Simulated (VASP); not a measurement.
Runs of VASP 6.6.1 on W2N. Symmetry: P-3m1, No. 164, trigonal system. The conventional cell has a = 2.805 Å, b = 2.805 Å, c = 17.477 Å, α = 90.00°, β = 90.00°, γ = 120.00°. Around W (site symmetry 3m) lie 3 N at 2.08 Å. Around W (site symmetry 3m) lie 1 N at 1.96 Å. W (site symmetry 3m) has 3 N at 2.17 Å as nearest neighbours. Around N (site symmetry -3m) lie 6 W at 2.17 Å. N (site symmetry 3m) has 4 W at 1.96 to 2.08 Å as nearest neighbours. The cell comes from a database or a generator and needn't be the stable form of this composition.

```tsv
level	potentials or basis	cutoff (eV)	smearing	gap on the mesh (eV)	pressure (GPa)	largest force (eV/Å)
PBEsol	VASP PAW PBE potentials, release 64 (W_sv, N_h)	900	gaussian 0.1 eV	none	0.0	0.01
PBEsol	VASP PAW PBE potentials, release 64 (W_sv, N)	700	gaussian 0.1 eV	none	0.0	0.01
r2SCAN	VASP PAW PBE potentials, release 64 (W_sv, N)	520	gaussian 0.1 eV	none	(a)	0.36
PBEsol	VASP PAW PBE potentials, release 64 (W_sv, N)	520	gaussian 0.5 eV	none	0.7	0.11
```

Alike in all rows: task single point; no spin polarisation; cell as given; k mesh 12 × 12 × 2.

Question: Fill in the values left out.

Answer: (a) 5.3.

Caveats: the PAW data sets were made with another functional, which shifts forces and pressure a little; the cutoff is under 1.25 times the usual one of these potentials, so pressure, stress and relaxed cells hold a basis-set (Pulay) error (some runs).

A k mesh can miss the band edges, and the runs leave out spin-orbit coupling on W.

A gap of «none» marks a metal or a gap under the smearing width.

Not every run made on this cell is shown here.
